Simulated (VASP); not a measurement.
Calculation: PBE GGA + U (Dudarev), VASP's PBE PAW potentials (set 64) (plane waves; VASP).

The input files of a VASP run:

### KPOINTS
```
Automatic mesh
0
Gamma
13 13 13
```

### POSCAR
```
TiC
3.0972520
  0.0000000000   0.7100633077   0.7041380553
  0.7155578558   0.0000000000   0.7041380553
  0.7155578558   0.7100633077   0.0000000000
Ti C
1 1
direct
  0.0000000000   0.0000000000   0.0000000000
  0.4780250000   0.5219750000   0.5219750000
```

INCAR:
```
SYSTEM = TiC
PREC = Accurate
ENCUT = 520
EDIFF = 1E-6
NELM = 100
ALGO = Normal
LREAL = .FALSE.
LASPH = .TRUE.
ISMEAR = 1
SIGMA = 0.1
GGA = PE
LMAXMIX = 4
LWAVE = .FALSE.
LCHARG = .FALSE.
ISIF = 2
LDAU = .TRUE.
LDAUTYPE = 2
LDAUL = 2 -1
LDAUU = 6.0 0
LDAUJ = 0 0
LDAUPRINT = 1
LORBIT = 10
```

POTCAR, in this order: Ti_sv C (PBE.64 set). Program: vasp_std.

What VASP printed:

File OSZICAR:
```
       N       E                     dE             d eps       ncg     rms          rms(c)
DAV:   1     0.123043285439E+03    0.12304E+03   -0.84669E+03  8232   0.157E+03
DAV:   2    -0.107634340953E+02   -0.13381E+03   -0.12763E+03  8432   0.382E+02
DAV:   3    -0.210779105270E+02   -0.10314E+02   -0.99089E+01 10724   0.100E+02
DAV:   4    -0.215860327130E+02   -0.50812E+00   -0.50750E+00 11208   0.214E+01
DAV:   5    -0.216014870622E+02   -0.15454E-01   -0.15453E-01 11144   0.336E+00    0.180E+01
DAV:   6    -0.145189662673E+02    0.70825E+01   -0.36214E+01 10276   0.739E+01    0.591E+00
DAV:   7    -0.143303473138E+02    0.18862E+00   -0.30501E+00  9848   0.220E+01    0.375E+00
DAV:   8    -0.143337086306E+02   -0.33613E-02   -0.36955E-01  9204   0.822E+00    0.132E+00
DAV:   9    -0.143715968819E+02   -0.37888E-01   -0.98136E-02 10644   0.297E+00    0.140E+00
DAV:  10    -0.143563875273E+02    0.15209E-01   -0.36608E-02  8616   0.303E+00    0.436E-01
DAV:  11    -0.143548171259E+02    0.15704E-02   -0.74511E-03 10620   0.112E+00    0.644E-02
DAV:  12    -0.143548005569E+02    0.16569E-04   -0.33815E-04 10564   0.306E-01    0.299E-02
DAV:  13    -0.143548398768E+02   -0.39320E-04   -0.38190E-05 10684   0.897E-02    0.721E-03
DAV:  14    -0.143548402164E+02   -0.33961E-06   -0.28676E-06  8688   0.180E-02
   1 F= -.14354840E+02 E0= -.14354777E+02  d E =-.190642E-03
```

OUTCAR:
```
------------------------ aborting loop because EDIFF is reached ----------------------------------------
  FORCE on cell =-STRESS in cart. coord.  units (eV):
  Direction    XX          YY          ZZ          XY          YZ          ZX
  --------------------------------------------------------------------------------------
  Total        0.6842930      0.7273345      1.1514577      0.0000000      0.0000000      0.0000000
  in kB       51.5695584     54.8132409     86.7759336      0.0000000      0.0000000      0.0000000
  external PRESSURE =      64.3862443 kB  Pullay stress =       0.0000000 kB
  volume of cell :       21.26
      direct lattice vectors                 reciprocal lattice vectors
     0.000000000  2.199245000  2.180893000    -0.225604994  0.227350750  0.229263884
     2.216263000  0.000000000  2.180893000     0.225604994 -0.227350750  0.229263884
     2.216263000  2.199245000  0.000000000     0.225604994  0.227350750 -0.229263884
 POSITION                                       TOTAL-FORCE (eV/Angst)
 -----------------------------------------------------------------------------------
      0.00000      0.00000      0.00000         0.877347      0.000000      0.000000
      2.31367      2.19924      2.18089        -0.877347      0.000000      0.000000
 -----------------------------------------------------------------------------------
    total drift:                                0.000032      0.000000      0.000000
  FREE ENERGIE OF THE ION-ELECTRON SYSTEM (eV)
  ---------------------------------------------------
  free  energy   TOTEN  =       -14.3548402164 eV

  energy  without entropy=      -14.3546495746  energy(sigma->0) =      -14.35477667

 total charge

# of ion       s       p       d       tot
------------------------------------------
    1        2.212   6.262   1.687  10.160
    2        0.880   1.541   0.000   2.422
--------------------------------------------------
tot          3.092   7.803   1.687  12.582
```
(Selected blocks of OUTCAR.)

**OUTCAR**
```
 val. band max:        9.7173798409   @ k =  -0.0769   0.3846   0.3846

 cond. band min:       9.7502801669   @ k =  -0.4615   0.4615   0.0000


 Fermi energy:         9.7408981003

 k-point     1 :       0.0000    0.0000    0.0000
  band No.  band energies     occupation
      1     -48.7709      2.00000
      2     -24.7784      2.00000
      3     -24.7678      2.00000
      4     -24.7514      2.00000
      5      -3.0380      2.00000
      6      10.2266     -0.00000
      7      10.4011     -0.00000
      8      10.4408     -0.00000
      9      10.8596     -0.00000
     10      11.0837     -0.00000
     11      11.5391     -0.00000
     12      11.5474     -0.00000

 k-point     2 :       0.0769    0.0000   -0.0000
  band No.  band energies     occupation
      1     -48.7678      2.00000
      2     -24.7933      2.00000
      3     -24.7744      2.00000
      4     -24.7573      2.00000
      5      -2.9111      2.00000
      6       9.4515      2.00033
      7       9.7922      0.24533
      8      10.0717     -0.00003
      9      10.9736     -0.00000
     10      11.0628     -0.00000
     11      11.6177     -0.00000
     12      12.3804      0.00000

 k-point     3 :       0.1538   -0.0000    0.0000
  band No.  band energies     occupation
      1     -48.7590      2.00000
      2     -24.8526      2.00000
      3     -24.7828      2.00000
      4     -24.7650      2.00000
      5      -2.5407      2.00000
      6       8.3782      2.00000
      7       8.8736      2.00000
      8       9.0325      2.00000
      9      11.2544     -0.00000
     10      11.3169     -0.00000
     11      12.0581      0.00000
     12      13.5714      0.00000

 k-point     4 :       0.2308   -0.0000   -0.0000
  band No.  band energies     occupation
      1     -48.7466      2.00000
      2     -24.9391      2.00000
      3     -24.7930      2.00000
      4     -24.7735      2.00000
      5      -1.9582      2.00000
      6       7.1322      2.00000
...
```

The compound is TiC in the rock salt structure. The cell was not relaxed at this level, atoms are displaced from their ideal sites. The run is one of a series of settings (LDAU = .TRUE., LDAUJ = 0 0, LDAUL = 2 -1, LDAUTYPE = 2, LDAUU = 6.0 0 against the base run), some of them coarse on purpose.
